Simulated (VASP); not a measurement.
Here is the system:

```
Lu
1.0
    1.78132    -3.08533     0.00000
    1.78132     3.08533     0.00000
    0.00000     0.00000     5.56858
Lu
2
Cartesian
  1.78132   1.02845   1.39214
  1.78132  -1.02845   4.17643
```

Level of theory: RPBE GGA, VASP's PBE PAW potentials (set 64) (plane waves; VASP). Settings: 520 eV cut-off, 11×11×6 Γ-centred mesh, first-order Methfessel-Paxton smearing of 0.10 eV, potentials Lu_3.

Predict the energy per atom (σ→0), band gap (on the k-mesh) with the smallest direct gap where there is one.

```
Item                                                         Value
------------------------  ----------------------------------------
band gap (on the k-mesh)  none (metal, semimetal or under 0.01 eV)
energy per atom (σ→0)                               -4.136 eV/atom
```

The absolute energy has meaning only against runs of the same code, potentials and settings.

The compound is Lu in the hcp structure. It was relaxed first. The start is the result of an earlier pass.
